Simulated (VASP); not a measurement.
Output of a VASP run:

File OUTCAR:
```
 ion  position               nearest neighbor table
   1  0.000  0.000  0.000-   2 2.55   2 2.55   2 2.55   2 2.55
   2  0.250  0.250  0.250-   1 2.55   1 2.55   1 2.55   1 2.55
  LATTYP: Found a face centered cubic cell.
 ALAT       =     5.8827717650
 Subroutine PRICEL returns:
 Original cell was already a primitive cell.
 Subroutine GETGRP returns: Found 24 space group operations
The static configuration has the point symmetry T_d .
The dynamic configuration has the point symmetry T_d .
 Subroutine INISYM returns: Found 24 space group operations
 Subroutine IBZKPT returns following result:
 Found     35 irreducible k-points:

 Following reciprocal coordinates:
            Coordinates               Weight
  0.000000  0.000000  0.000000      1.000000
  0.111111  0.000000  0.000000      8.000000
  0.222222  0.000000  0.000000      8.000000
  0.333333  0.000000  0.000000      8.000000
  0.444444  0.000000  0.000000      8.000000
  0.111111  0.111111  0.000000      6.000000
  0.222222  0.111111  0.000000     24.000000
  0.333333  0.111111  0.000000     24.000000
  0.444444  0.111111  0.000000     24.000000
 -0.444444  0.111111  0.000000     24.000000
 -0.333333  0.111111  0.000000     24.000000
 -0.222222  0.111111  0.000000     24.000000
 -0.111111  0.111111  0.000000     12.000000
  0.222222  0.222222  0.000000      6.000000
  0.333333  0.222222  0.000000     24.000000
  0.444444  0.222222  0.000000     24.000000
 -0.444444  0.222222  0.000000     24.000000
 -0.333333  0.222222  0.000000     24.000000
 -0.222222  0.222222  0.000000     12.000000
  0.333333  0.333333  0.000000      6.000000
  0.444444  0.333333  0.000000     24.000000
 -0.444444  0.333333  0.000000     24.000000
 -0.333333  0.333333  0.000000     12.000000
  0.444444  0.444444  0.000000      6.000000
 -0.444444  0.444444  0.000000     12.000000
  0.333333  0.222222  0.111111     24.000000
  0.444444  0.222222  0.111111     48.000000
 -0.444444  0.222222  0.111111     48.000000
  0.444444  0.333333  0.111111     24.000000
 -0.444444  0.333333  0.111111     48.000000
 -0.333333  0.333333  0.111111     48.000000
 -0.222222  0.333333  0.111111     24.000000
 -0.444444  0.444444  0.111111     24.000000
 -0.333333  0.444444  0.111111     24.000000
 -0.333333  0.444444  0.222222     24.000000
   k-points           NKPTS =     35   k-points in BZ     NKDIM =     35   number of bands    NBANDS=     13
   number of dos      NEDOS =    601   number of ions     NIONS =      2
   total plane-waves  NPLWV =  32768
   dimension x,y,z NGX =    32 NGY =   32 NGZ =   32
   dimension x,y,z NGXF=    64 NGYF=   64 NGZF=   64
   ions per type =               1   1
   PREC   = accura    normal or accurate (medium, high low for compatibility)
   ISTART =      0    job   : 0-new  1-cont  2-samecut
   ICHARG =      2    charge: 1-file 2-atom 10-const
   ISPIN  =      1    spin polarized calculation?
   LNONCOLLINEAR =      F non collinear calculations
   LSORBIT =      F    spin-orbit coupling
   INIWAV =      1    electr: 0-lowe 1-rand  2-diag
   ENCUT  =  520.0 eV  38.22 Ry    6.18 a.u.   7.73  7.73  7.73*2*pi/ulx,y,z
   NELM   =    100;   NELMIN=  2; NELMDL= -5     # of ELM steps
   EDIFF  = 0.1E-06   stopping-criterion for ELM
   LREAL  =      F    real-space projection
   NLSPLINE    = F    spline interpolate recip. space projectors
   LMAXMIX     =    4 max onsite mixed and CHGCAR
   VOSKOWN=      0    Vosko Wilk Nusair interpolation
   EDIFFG = 0.1E-05   stopping-criterion for IOM
   NSW    =      0    number of steps for IOM
   NBLOCK =      1;   KBLOCK =      1    inner block; outer block
   IBRION =     -1    ionic relax: 0-MD 1-quasi-New 2-CG
   NFREE  =      0    steps in history (QN), initial steepest desc. (CG)
   ISIF   =      2    stress and relaxation
   ISYM   =      2    0-nonsym 1-usesym 2-fastsym
   TEIN   =    0.0    initial temperature
   TEBEG  =    0.0;   TEEND  =   0.0 temperature during run
...
```

### OSZICAR
```
       N       E                     dE             d eps       ncg     rms          rms(c)
DAV:   1     0.953540497463E+02    0.95354E+02   -0.85864E+03   918   0.121E+03
DAV:   2    -0.184197245116E+02   -0.11377E+03   -0.10891E+03  1025   0.291E+02
DAV:   3    -0.234380831741E+02   -0.50184E+01   -0.50024E+01  1120   0.648E+01
DAV:   4    -0.234697589528E+02   -0.31676E-01   -0.31670E-01   995   0.535E+00
DAV:   5    -0.234701229036E+02   -0.36395E-03   -0.36395E-03  1110   0.542E-01    0.149E+01
DAV:   6    -0.687783151568E+01    0.16592E+02   -0.30060E+01   915   0.991E+01    0.106E+01
DAV:   7    -0.803228531423E+01   -0.11545E+01   -0.14184E+00   940   0.156E+01    0.590E+00
DAV:   8    -0.743515157216E+01    0.59713E+00   -0.12167E+00   910   0.167E+01    0.174E+00
DAV:   9    -0.799439729072E+01   -0.55925E+00   -0.70702E-01   910   0.946E+00    0.870E-01
DAV:  10    -0.781891967656E+01    0.17548E+00   -0.24408E-01   910   0.595E+00    0.653E-01
DAV:  11    -0.781517942749E+01    0.37402E-02   -0.20992E-02   975   0.203E+00    0.315E-01
DAV:  12    -0.782620048444E+01   -0.11021E-01   -0.41432E-03   925   0.895E-01    0.631E-02
DAV:  13    -0.782675980929E+01   -0.55932E-03   -0.60369E-04   945   0.303E-01    0.805E-02
DAV:  14    -0.782683139102E+01   -0.71582E-04   -0.42309E-04   920   0.292E-01    0.148E-02
DAV:  15    -0.782687325538E+01   -0.41864E-04   -0.41944E-05   950   0.856E-02    0.174E-02
DAV:  16    -0.782686550598E+01    0.77494E-05   -0.35717E-06  1085   0.193E-02    0.831E-03
DAV:  17    -0.782687098808E+01   -0.54821E-05   -0.84388E-06   970   0.359E-02    0.585E-03
DAV:  18    -0.782687307197E+01   -0.20839E-05   -0.13720E-06   920   0.150E-02    0.196E-03
DAV:  19    -0.782687381442E+01   -0.74246E-06   -0.33483E-07   910   0.841E-03    0.297E-04
DAV:  20    -0.782687349830E+01    0.31612E-06   -0.55143E-08   610   0.370E-03    0.129E-04
DAV:  21    -0.782687374911E+01   -0.25081E-06   -0.11280E-08   465   0.169E-03    0.149E-04
DAV:  22    -0.782687372141E+01    0.27701E-07   -0.28348E-09   470   0.668E-04
   1 F= -.78268737E+01 E0= -.78268737E+01  d E =0.000000E+00
       N       E                     dE             ncg
       N       E                     dE             ncg
```

File OUTCAR:
```
------------------------ aborting loop because EDIFF is reached ----------------------------------------
  FORCE on cell =-STRESS in cart. coord.  units (eV):
  Direction    XX          YY          ZZ          XY          YZ          ZX
  --------------------------------------------------------------------------------------
  Total        0.0091620      0.0091620      0.0091620      0.0000000      0.0000000     -0.0000000
  in kB        0.2884131      0.2884131      0.2884131      0.0000000      0.0000000     -0.0000000
  external PRESSURE =       0.2884131 kB  Pullay stress =       0.0000000 kB
  volume of cell :       50.90
      direct lattice vectors                 reciprocal lattice vectors
     0.000000000  2.941385883  2.941385883    -0.169987897  0.169987897  0.169987897
     2.941385883  0.000000000  2.941385883     0.169987897 -0.169987897  0.169987897
     2.941385883  2.941385883  0.000000000     0.169987897  0.169987897 -0.169987897
  FREE ENERGIE OF THE ION-ELECTRON SYSTEM (eV)
  ---------------------------------------------------
  free  energy   TOTEN  =        -7.8268737214 eV

  energy  without entropy=       -7.8268737214  energy(sigma->0) =       -7.82687372

 total charge

# of ion       s       p       d       tot
------------------------------------------
    1        0.408   0.309   9.560  10.276
    2        1.313   2.416   0.000   3.729
--------------------------------------------------
tot          1.721   2.725   9.560  14.005
```
(Selected blocks of OUTCAR.)

POSCAR:
```
CdS
1
    0.0000000000     2.9413858825     2.9413858825
    2.9413858825     0.0000000000     2.9413858825
    2.9413858825     2.9413858825     0.0000000000
Cd S
1 1
Direct
  0.0000000000   0.0000000000   0.0000000000
  0.2500000000   0.2500000000   0.2500000000
```

Question: Write an INCAR and KPOINTS that could have produced this output.

Answer: This is not unique; one that fits is the input of the run itself, MS2 meta-GGA, plane waves, VASP's PBE PAW potentials (set 64).

KPOINTS:
```
Automatic mesh
0
Gamma
9 9 9
0 0 0
```

**INCAR**
```
ALGO=Normal   # blocked Davidson
LREAL=.FALSE.
LMIXTAU=.TRUE.
NELM=100   # most electronic steps
PREC=Accurate
EDIFF=1E-7
LASPH=.TRUE.
LMAXMIX=4   # l cut-off of mixed one-centre charges
NEDOS=601
LORBIT=11   # lm-projected
ISMEAR=-5
LCHARG=.FALSE.
ISIF=2   # forces and stress, cell fixed
METAGGA=MS2
SYSTEM=CdS
LWAVE=.FALSE.
ENCUT=520   # plane-wave cut-off (eV)
```

### KPOINTS_OPT
```
k-points along high-symmetry lines
10
Line-mode
Reciprocal
  0.000000   0.000000   0.000000 ! GAMMA
 -0.500000  -0.500000   0.000000 ! X

 -0.500000  -0.500000   0.000000 ! X
 -0.375000  -0.375000   0.250000 ! U

 -0.375000  -0.000000   0.375000 ! K
  0.000000   0.000000   0.000000 ! GAMMA

  0.000000   0.000000   0.000000 ! GAMMA
  0.000000   0.000000   0.500000 ! L

  0.000000   0.000000   0.500000 ! L
 -0.500000  -0.250000   0.250000 ! W

 -0.500000  -0.250000   0.250000 ! W
 -0.500000  -0.500000   0.000000 ! X
```

POTCAR, in this order: Cd S (PBE.64 set). Program: vasp_std.

The compound is CdS in the zinc blende structure, a metastable form; wurtzite is the usual one. It was relaxed first.
